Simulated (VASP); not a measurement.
# LiZr4N3 (P-4m2) in VASP: notebook

The runs below take LiZr4N3 through relaxation of cell and atoms, with PBE.

Program: VASP 6.6.1. These are calculated values, not measurements. Logs are shortened: lines on timing, memory, paths and dates and some standing lists are left out, and cuts for length are marked.

## (1) The structure

The structure is tetragonal, space group P-4m2 (No. 115). The conventional cell has a = 3.135 Å, b = 3.135 Å, c = 10.863 Å, α = 90.00°, β = 90.00°, γ = 90.00°. Li (site symmetry -4m2) has 4 Zr at 2.13 Å as nearest neighbours. Around Zr (site symmetry 2mm) lie 2 N at 2.06 Å and 2 Li at 2.13 Å. Zr (site symmetry 2mm) is surrounded by 4 N at 2.05 Å. N (site symmetry -4m2) has 4 Zr at 2.05 Å as nearest neighbours. N (site symmetry 2mm) has 4 Zr at 2.05 to 2.06 Å as nearest neighbours.

The cell was built by a generator and needn't be a form met in nature.

## (2) Relaxation of cell and atoms, PBE

Input file INCAR:

```
SYSTEM = LiZr4N3
  PREC = Normal
  ENCUT = 520
  EDIFF = 1E-4
  ISMEAR = 0
  SIGMA = 0.15
  LREAL = .FALSE.
  LASPH = .TRUE.
  NELM = 60
  ALGO = Fast
  ISIF = 3
  LWAVE = .FALSE.
  LCHARG = .FALSE.
  GGA = PE
  IBRION = 2
  NSW = 24
  EDIFFG = -0.08
```

Input file KPOINTS:

```
regular mesh
0
G
  5 5 2
  0 0 0
```

Input file POSCAR:

```
LiZr4N3
1.0
    3.1351661300      0.0000000000      0.0000000000
    0.0000000000      3.1351661300      0.0000000000
    0.0000000000      0.0000000000     10.8628510800
Li Zr N
1 4 3
Direct
    0.0000000000      0.0000000000      0.0000000000
    0.5000000000      0.0000000000      0.8666200000
    0.5000000000      0.0000000000      0.3779099900
    0.0000000000      0.5000000000      0.6220900100
    0.0000000000      0.5000000000      0.1333800000
    0.0000000000      0.0000000000      0.5000000000
    0.0000000000      0.0000000000      0.7441319800
    0.0000000000      0.0000000000      0.2558680200
```

Potentials or basis: VASP PAW PBE potentials, release 64 (Li_sv, Zr_sv, N).

Command:

```sh
$ cat potpaw_PBE.64/Li_sv/POTCAR potpaw_PBE.64/Zr_sv/POTCAR potpaw_PBE.64/N/POTCAR > POTCAR
$ mpirun -np 1 vasp_std > vasp.out
```

OUTCAR:

```text
SYSTEM = LiZr4N3
   PREC = Normal
   ENCUT = 520
   EDIFF = 1E-4
   ISMEAR = 0
   LREAL = .FALSE.
   LASPH = .TRUE.
   NELM = 60
   ISIF = 3
   GGA = PE
   IBRION = 2
   NSW = 24
   EDIFFG = -0.08

 ion  position               nearest neighbor table
   1  0.000  0.000  0.000-   2 2.13   5 2.13   5 2.13   2 2.13
   2  0.500  0.000  0.867-   7 2.06   7 2.06   1 2.13   1 2.13   4 3.46   4 3.46   4 3.46   4 3.46
                             5 3.65   5 3.65   5 3.65   5 3.65
   3  0.500  0.000  0.378-   8 2.05   8 2.05   6 2.05   6 2.05   4 3.46   4 3.46   4 3.46   4 3.46
                             5 3.46   5 3.46   5 3.46   5 3.46
   4  0.000  0.500  0.622-   7 2.05   7 2.05   6 2.05   6 2.05   3 3.46   3 3.46   3 3.46   3 3.46
                             2 3.46   2 3.46   2 3.46   2 3.46
   5  0.000  0.500  0.133-   8 2.06   8 2.06   1 2.13   1 2.13   3 3.46   3 3.46   3 3.46   3 3.46
                             2 3.65   2 3.65   2 3.65   2 3.65
   6  0.000  0.000  0.500-   3 2.05   4 2.05   4 2.05   3 2.05
   7  0.000  0.000  0.744-   4 2.05   4 2.05   2 2.06   2 2.06
   8  0.000  0.000  0.256-   3 2.05   3 2.05   5 2.06   5 2.06

  LATTYP: Found a simple tetragonal cell.
 ALAT       =     3.1351661300
 C/A-ratio  =     3.4648406590

  Lattice vectors:

 A1 = (   3.1351661300,   0.0000000000,   0.0000000000)
 A2 = (   0.0000000000,   3.1351661300,   0.0000000000)
 A3 = (   0.0000000000,   0.0000000000,  10.8628510800)

Analysis of symmetry for initial positions (statically):
=====================================================================
 Subroutine PRICEL returns:
 Original cell was already a primitive cell.

 Routine SETGRP: Setting up the symmetry group for a
 simple tetragonal supercell.

 Subroutine GETGRP returns: Found  8 space group operations
 (whereof  8 operations were pure point group operations)
 out of a pool of 16 trial point group operations.

The static configuration has the point symmetry D_2d.

Analysis of symmetry for dynamics (positions and initial velocities):
=====================================================================
 Subroutine PRICEL returns:
 Original cell was already a primitive cell.

 Routine SETGRP: Setting up the symmetry group for a
 simple tetragonal supercell.

 Subroutine GETGRP returns: Found  8 space group operations
 (whereof  8 operations were pure point group operations)
 out of a pool of 16 trial point group operations.

The dynamic configuration has the point symmetry D_2d.

 Subroutine INISYM returns: Found  8 space group operations
 (whereof  8 operations are pure point group operations),
 and found     1 'primitive' translations

----------------------------------------------------------------------------------------

                                     Primitive cell

  volume of cell :     106.7739

  direct lattice vectors                    reciprocal lattice vectors
     3.135166130  0.000000000  0.000000000     0.318962364  0.000000000  0.000000000
     0.000000000  3.135166130  0.000000000     0.000000000  0.318962364  0.000000000
     0.000000000  0.000000000 10.862851080     0.000000000  0.000000000  0.092056864

  length of vectors
     3.135166130  3.135166130 10.862851080     0.318962364  0.318962364  0.092056864

  position of ions in fractional coordinates (direct lattice)
     0.000000000  0.000000000  0.000000000
     0.500000000  0.000000000  0.866620000
     0.500000000  0.000000000  0.377909990
     0.000000000  0.500000000  0.622090010
     0.000000000  0.500000000  0.133380000
     0.000000000  0.000000000  0.500000000
     0.000000000  0.000000000  0.744131980
     0.000000000  0.000000000  0.255868020

  ion indices of the primitive-cell ions
   primitive index   ion index
                 1           1
                 2           2
                 3           3
                 4           4
                 5           5
                 6           6
                 7           7
                 8           8

[... 42 lines left out ...]
   total plane-waves  NPLWV =  20736
   dimension x,y,z NGX =    18 NGY =   18 NGZ =   64
   dimension x,y,z NGXF=    36 NGYF=   36 NGZF=  128
   ions per type =               1   4   3
   NGX,Y,Z   is equivalent  to a cutoff of   9.54,  9.54,  9.79 a.u.
   NGXF,Y,Z  is equivalent  to a cutoff of  19.09, 19.09, 19.59 a.u.
 SYSTEM =  LiZr4N3
   PREC   = normal    normal or accurate (medium, high low for compatibility)
   ISTART =      0    job   : 0-new  1-cont  2-samecut
   ICHARG =      2    charge: 1-file 2-atom 10-const
   ISPIN  =      1    spin polarized calculation?
   LNONCOLLINEAR =      F non collinear calculations
   LSORBIT =      F    spin-orbit coupling
   LASPH  =      T    aspherical Exc in radial PAW
   ENCUT  =  520.0 eV  38.22 Ry    6.18 a.u.   5.83  5.83 20.20*2*pi/ulx,y,z
   NELM   =     60;   NELMIN=  2; NELMDL= -5     # of ELM steps
   EDIFF  = 0.1E-03   stopping-criterion for ELM
   LREAL  =      F    real-space projection
   EDIFFG = -.8E-01   stopping-criterion for IOM
   NSW    =     24    number of steps for IOM
   IBRION =      2    ionic relax: 0-MD 1-quasi-New 2-CG
   NFREE  =      1    steps in history (QN), initial steepest desc. (CG)
   ISIF   =      3    stress and relaxation
   ISYM   =      2    0-nonsym 1-usesym 2-fastsym
   POTIM  = 0.5000    time-step for ionic-motion
   TEBEG  =    0.0;   TEEND  =   0.0 temperature during run
   PSTRESS=    0.0 pullay stress
   NELECT =      66.0000    total number of electrons
   NUPDOWN=      -1.0000    fix difference up-down
   EMIN   =  10.00;   EMAX   =-10.00  energy-range for DOS
   EFERMI =   0.00;   METHOD = LEGACY
   ISMEAR =     0;   SIGMA  =   0.15  broadening in eV -4-tet -1-fermi 0-gaus
   EFERMI_NEDOS =   21; number of points for ismear=-14 and -15
   IALGO  =     68    algorithm
   IMIX   =      4    mixing-type and parameters
     AMIX     =   0.40;   BMIX     =  1.00
     AMIX_MAG =   1.60;   BMIX_MAG =  1.00
  volume/ion in A,a.u.               =      13.35        90.07
  Fermi-wavevector in a.u.,A,eV,Ry     =   1.394551  2.635320 26.460248  1.944773
  Thomas-Fermi vector in A             =   2.518089
   LORBIT       =      0    0 simple, 1 ext, 2 COOP (PROOUT), +10 PAW based schemes
   GGA     = PE    functional components
   LHFCALC =     F    Hartree Fock is set to
   AEXX    =    0.0000 exact exchange contribution
   IVDW    =     0    specifies the selected vdW correction
   LEPSILON=     F    determine dielectric tensor
   LRPA    =     F    only Hartree local field effects (RPA)
 conjugate gradient relaxation of ions
 non-spin polarized calculation
 RMM-DIIS sequential band-by-band and
 Gauss-broadening in eV      SIGMA  =   0.15
  energy-cutoff  :      520.00
  volume of cell :      106.77
 maximum number of plane-waves:      2898
   NGX = 11   NGY = 11   NGZ = 41

--------------------------------------- Ionic step        1  -------------------------------------------

 number of electron      66.0000077 magnetization

 Free energy of the ion-electron system (eV)
  ---------------------------------------------------
  ext. energy  EPLUGINS =         0.00000000
  ---------------------------------------------------
  free energy    TOTEN  =       -62.78527736 eV

  energy without entropy =      -62.74132007  energy(sigma->0) =      -62.76329871

------------------------ aborting loop EDIFF was not reached (unconverged)  ----------------------------

  FORCE on cell =-STRESS in cart. coord.  units (eV):
  Direction    XX          YY          ZZ          XY          YZ          ZX
  --------------------------------------------------------------------------------------
  -------------------------------------------------------------------------------------
  Total       21.9358267     21.9358267     24.0910492      0.0000000      0.0000000      0.0000000
  in kB      329.1543859    329.1543859    361.4942162      0.0000000      0.0000000      0.0000000
  external PRESSURE =     339.9343293 kB  Pullay stress =       0.0000000 kB
[... 29 lines left out ...]
--------------------------------------- Ionic step        2  -------------------------------------------

 number of electron      66.0000192 magnetization

------------------------ aborting loop EDIFF was not reached (unconverged)  ----------------------------

  FORCE on cell =-STRESS in cart. coord.  units (eV):
  Direction    XX          YY          ZZ          XY          YZ          ZX
  --------------------------------------------------------------------------------------
  -------------------------------------------------------------------------------------
  Total      -18.0598226    -18.0598226    -22.6895586      0.0000000      0.0000000      0.0000000
  in kB     -184.5613085   -184.5613085   -231.8746268      0.0000000      0.0000000      0.0000000
  external PRESSURE =    -200.3324146 kB  Pullay stress =       0.0000000 kB
[... 65 lines left out ...]
  FREE ENERGIE OF THE ION-ELECTRON SYSTEM (eV)
  ---------------------------------------------------
  free  energy   TOTEN  =       -65.8371343079 eV

  energy  without entropy=      -65.8091571417  energy(sigma->0) =      -65.82314572

[... ionic steps 4 to 19 ...]

--------------------------------------- Ionic step       20  -------------------------------------------

 number of electron      65.9999889 magnetization

------------------------ aborting loop because EDIFF is reached ----------------------------------------
[... 37 lines left out ...]
--------------------------------------- Ionic step       21  -------------------------------------------

 number of electron      65.9999918 magnetization

 E-fermi :   6.3547     XC(G=0):  -9.9981

 val. band max:        6.3514926516   @ k =   0.4000   0.4000   0.0000
 cond. band min:       6.5975375026   @ k =   0.4000   0.4000   0.5000
 fundamental gap:      0.2460448510
 Fermi energy:         6.3546823397

 k-point     1 :       0.0000    0.0000    0.0000
  band No.  band energies     occupation
      1     -42.7473      2.00000
      2     -42.7454      2.00000
      3     -42.6764      2.00000
      4     -42.6454      2.00000
      5     -40.5293      2.00000
      6     -21.2134      2.00000
[... 534 lines left out ...]
--------------------------------------- Ionic step       22  -------------------------------------------

 number of electron      65.9999901 magnetization

 Free energy of the ion-electron system (eV)
  ---------------------------------------------------
  ext. energy  EPLUGINS =         0.00000000
  ---------------------------------------------------
  free energy    TOTEN  =       -67.54617559 eV

  energy without entropy =      -67.52505200  energy(sigma->0) =      -67.53561380

 E-fermi :   6.3717     XC(G=0): -10.0083

 val. band max:        6.3633077247   @ k =   0.4000   0.4000   0.0000
 cond. band min:       6.6055590663   @ k =   0.4000   0.4000   0.5000
 fundamental gap:      0.2422513416
 Fermi energy:         6.3716772982

 k-point     1 :       0.0000    0.0000    0.0000
  band No.  band energies     occupation
      1     -42.7345      2.00000
      2     -42.7330      2.00000
      3     -42.6578      2.00000
      4     -42.6254      2.00000
      5     -40.4968      2.00000
      6     -21.1991      2.00000
[... 528 lines left out ...]
  FREE ENERGIE OF THE ION-ELECTRON SYSTEM (eV)
  ---------------------------------------------------
  free  energy   TOTEN  =       -67.5461755950 eV

  energy  without entropy=      -67.5250520044  energy(sigma->0) =      -67.53561380

 reached required accuracy - stopping structural energy minimisation
```

Wall time 28 min (1 thread of Intel Xeon Platinum 8259CL at 2.50GHz (Skylake/Cascade Lake), shared host); peak memory 0.19 GiB.

The run converged, but some of its settings lie outside the range that counts as converged, so its numbers aren't taken as properties of the crystal.

Results:

```yaml
Free_energy: -67.5462 eV
Relaxed_volume: 18.50 Å³/atom
Relaxed_cell: a = 3.351 Å, b = 3.351 Å, c = 13.181 Å, α = 90.00°, β = 90.00°, γ = 90.00°
Space_group_after_relaxing_to_0.05_Å: P-4m2 (No. 115)
Energy_gained_by_relaxing: 595.1 meV/atom
Ionic_steps: 22
Largest_force_after_relaxing: 0.063 eV/Å
Band_gap_on_the_k_mesh: none (metal or under the smearing width)
```

Caveat: the k mesh is coarse (spacing up to 0.40 Å⁻¹), so the values aren't converged; the cutoff is under 1.25 times the usual one of these potentials, so pressure, stress and relaxed cells hold a basis-set (Pulay) error; the volume moved by over 15 % at a fixed basis, so the end points are rough; the relaxation stopped at a loose force limit of 0.08 eV/Å, so its end isn't a converged minimum.

## (3) Relaxation of cell and atoms, PBE

This run uses another cell than the first one, of 16.33 Å³/atom, 1.224 times its volume.

INCAR is that of step 2.

Input file KPOINTS:

```
regular mesh
0
G
  3 3 4
  0 0 0
```

Input file POSCAR:

```
LiZr4N3
1.0
    5.5971291700      0.0000000000      0.0000000000
    0.0000000000      5.5971291700      0.0000000000
    0.0000000000      0.0000000000      4.1712357400
Li Zr N
1 4 3
Direct
    0.0000000000      0.0000000000      0.0000000000
    0.6749393200      0.0000000000      0.0000000000
    0.3250606800      0.0000000000      0.0000000000
    0.0000000000      0.6749393200      0.0000000000
    0.0000000000      0.3250606800      0.0000000000
    0.5000000000      0.5000000000      0.5000000000
    0.0000000000      0.5000000000      0.5000000000
    0.5000000000      0.0000000000      0.5000000000
```

Potentials or basis: VASP PAW PBE potentials, release 64 (Li_sv, Zr_sv, N).

Command:

```sh
$ cat potpaw_PBE.64/Li_sv/POTCAR potpaw_PBE.64/Zr_sv/POTCAR potpaw_PBE.64/N/POTCAR > POTCAR
$ mpirun -np 1 vasp_std > vasp.out
```

OUTCAR:

```text
SYSTEM = LiZr4N3
   PREC = Normal
   ENCUT = 520
   EDIFF = 1E-4
   ISMEAR = 0
   LREAL = .FALSE.
   LASPH = .TRUE.
   NELM = 60
   ISIF = 3
   GGA = PE
   IBRION = 2
   NSW = 24
   EDIFFG = -0.08

 ion  position               nearest neighbor table
   1  0.000  0.000  0.000-   2 1.82   3 1.82   4 1.82   5 1.82
   2  0.675  0.000  0.000-   1 1.82   3 1.96   8 2.30   8 2.30   4 2.57   5 2.57   3 3.64
   3  0.325  0.000  0.000-   1 1.82   2 1.96   8 2.30   8 2.30   4 2.57   5 2.57   2 3.64
   4  0.000  0.675  0.000-   1 1.82   5 1.96   7 2.30   7 2.30   3 2.57   2 2.57   5 3.64
   5  0.000  0.325  0.000-   1 1.82   4 1.96   7 2.30   7 2.30   3 2.57   2 2.57   4 3.64
   6  0.500  0.500  0.500-
   7  0.000  0.500  0.500-   4 2.30   5 2.30   4 2.30   5 2.30
   8  0.500  0.000  0.500-   2 2.30   3 2.30   2 2.30   3 2.30

  LATTYP: Found a simple tetragonal cell.
 ALAT       =     5.5971291700
 C/A-ratio  =     0.7452455738

  Lattice vectors:

 A1 = (   5.5971291700,   0.0000000000,   0.0000000000)
 A2 = (   0.0000000000,   5.5971291700,   0.0000000000)
 A3 = (   0.0000000000,   0.0000000000,   4.1712357400)

Analysis of symmetry for initial positions (statically):
=====================================================================
 Subroutine PRICEL returns:
 Original cell was already a primitive cell.

[... 148 lines left out ...]
 conjugate gradient relaxation of ions
 non-spin polarized calculation
 RMM-DIIS sequential band-by-band and
 Gauss-broadening in eV      SIGMA  =   0.15
  energy-cutoff  :      520.00
  volume of cell :      130.68
 maximum number of plane-waves:      3544
   NGX = 21   NGY = 21   NGZ = 15

--------------------------------------- Ionic step        1  -------------------------------------------

 number of electron      66.0000073 magnetization

 Free energy of the ion-electron system (eV)
  ---------------------------------------------------
  ext. energy  EPLUGINS =         0.00000000
  ---------------------------------------------------
  free energy    TOTEN  =       -33.37852465 eV

  energy without entropy =      -33.34124844  energy(sigma->0) =      -33.35988654

 E-fermi :   6.5073     XC(G=0): -10.3459

 val. band max:        6.4733585655   @ k =   0.3333   0.3333   0.5000
 cond. band min:       6.5574496190   @ k =   0.0000   0.0000   0.0000
 fundamental gap:      0.0840910534
 Fermi energy:         6.5073371425
[... 883 lines left out ...]
     38       5.1878      0.00000
     39       5.3692      0.00000

[... ionic steps 4 to 11 ...]

--------------------------------------- Ionic step       12  -------------------------------------------

 number of electron      66.0000021 magnetization

------------------------ aborting loop because EDIFF is reached ----------------------------------------
[... 79 lines left out ...]
--------------------------------------- Ionic step       14  -------------------------------------------

 number of electron      66.0000029 magnetization

 Free energy of the ion-electron system (eV)
  ---------------------------------------------------
  ext. energy  EPLUGINS =         0.00000000
  ---------------------------------------------------
  free energy    TOTEN  =       -52.75990058 eV

  energy without entropy =      -52.63171733  energy(sigma->0) =      -52.69580895

 E-fermi :   4.1089     XC(G=0):  -9.0747

 val. band max:        4.0954229864   @ k =   0.3333   0.3333   0.2500
 cond. band min:       4.1705461075   @ k =   0.3333   0.0000   0.5000
 fundamental gap:      0.0751231211
 Fermi energy:         4.1088809667
[... 411 lines left out ...]
  FREE ENERGIE OF THE ION-ELECTRON SYSTEM (eV)
  ---------------------------------------------------
  free  energy   TOTEN  =       -52.7599005752 eV

  energy  without entropy=      -52.6317173274  energy(sigma->0) =      -52.69580895

 reached required accuracy - stopping structural energy minimisation
```

OSZICAR:

```text
N       E                     dE             d eps       ncg     rms          rms(c)
DAV:   1     0.731431929862E+03    0.73143E+03   -0.35123E+04   702   0.169E+03
DAV:   2     0.313456958342E+02   -0.70009E+03   -0.68342E+03   789   0.493E+02
DAV:   3    -0.325336190137E+02   -0.63879E+02   -0.62343E+02  1148   0.120E+02
DAV:   4    -0.380783988163E+02   -0.55448E+01   -0.53838E+01  1140   0.323E+01
[... 569 lines left out ...]
RMM:   5    -0.527592695368E+02   -0.21779E-03   -0.71822E-03   989   0.340E-01    0.152E-01
RMM:   6    -0.527595437967E+02   -0.27426E-03   -0.26143E-03   846   0.203E-01    0.369E-02
RMM:   7    -0.527597048754E+02   -0.16108E-03   -0.18858E-03   730   0.153E-01    0.178E-02
RMM:   8    -0.527598171173E+02   -0.11224E-03   -0.12947E-03   665   0.125E-01    0.134E-02
RMM:   9    -0.527599005752E+02   -0.83458E-04   -0.94831E-04   614   0.103E-01
  14 F= -.52759901E+02 E0= -.52695809E+02  d E =-.895644E-02
```

Wall time 15 min (1 thread of Intel Xeon Platinum 8259CL at 2.50GHz (Skylake/Cascade Lake), shared host); peak memory 0.2 GiB.

The run converged, but some of its settings lie outside the range that counts as converged, so its numbers aren't taken as properties of the crystal.

What came out:

* Free energy: -52.7599 eV
* Relaxed volume: 21.96 Å³/atom
* Relaxed cell: a = 7.515 Å, b = 7.515 Å, c = 3.111 Å, α = 90.00°, β = 90.00°, γ = 90.00°
* Space group after relaxing (to 0.05 Å): P4/mmm (No. 123)
* Energy gained by relaxing: 2422.7 meV/atom
* Ionic steps: 14
* Largest force after relaxing: 0.061 eV/Å
* Band gap on the k mesh: none (metal or under the smearing width)

Caveat: the k mesh is coarse (spacing up to 0.38 Å⁻¹), so the values aren't converged; the cutoff is under 1.25 times the usual one of these potentials, so pressure, stress and relaxed cells hold a basis-set (Pulay) error; the volume moved by over 15 % at a fixed basis, so the end points are rough; the relaxation stopped at a loose force limit of 0.08 eV/Å, so its end isn't a converged minimum.
